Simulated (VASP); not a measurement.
Data:

```
CELL_PARAMETERS angstrom
      0.00000     1.99067     1.99067
      1.99067     0.00000     1.99067
      1.99067     1.99067     0.00000
ATOMIC_POSITIONS crystal
  W  0.00000 0.00000 0.00000
```

Method: r2SCAN meta-GGA, VASP's PBE PAW potentials (set 64) (plane waves; VASP). Settings: 400 eV cut-off, 14×14×14 Γ-centred mesh, first-order Methfessel-Paxton smearing of 0.10 eV, potentials W_sv.

Energy and stress use the plane-wave basis of the starting cell.

Question: The ions, cell shape and volume are relaxed. Which structure does the run end with?

Answer: 
```
CELL_PARAMETERS angstrom
      0.00000     2.01097     2.01097
      2.01097     0.00000     2.01097
      2.01097     2.01097     0.00000
ATOMIC_POSITIONS crystal
  W  0.00000 0.00000 0.00000
```
Space group Fm-3m (225), at a tolerance of 0.03 Å.

Question: How do energy and volume change from the first to the last step?

Answer: The energy (σ→0) changes by -14.3 meV/atom and the volume by +3.1 %, in 4 ionic steps.

The structure was generated: W was put into the fcc type (Fm-3m), which need not be its known phase. This run relaxes it. Symmetry was kept, so distortions that lower it aren't found.
